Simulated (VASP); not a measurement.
Here is the system:

```
BN
1.0
    1.25200    -2.16853     0.00000
    1.25200     2.16853     0.00000
    0.00000     0.00000     6.66000
B N
2 2
Direct
  0.33333   0.66667   0.25000
  0.66667   0.33333   0.75000
  0.66667   0.33333   0.25000
  0.33333   0.66667   0.75000
```

These are PBE GGA, VASP's PBE PAW potentials (set 64) (plane waves; VASP) values and carry that method's errors. Run with PREC = Single, 520 eV cut-off, 9×9×3 Γ-centred mesh, Gaussian smearing of 0.050 eV, potentials B N.

### Question
Give the stress tensor in GPa (positive for a compressed cell).

### Answer

```
3.73  0.00  0.00
0.00  3.73  0.00
0.00  0.00  2.73
```
The pressure is its mean diagonal, 3.40 GPa.

The compound is BN in the hex structure. The cell was not relaxed at this level. The run is one of a series of settings (PREC = Single against the base run), some of them coarse on purpose.
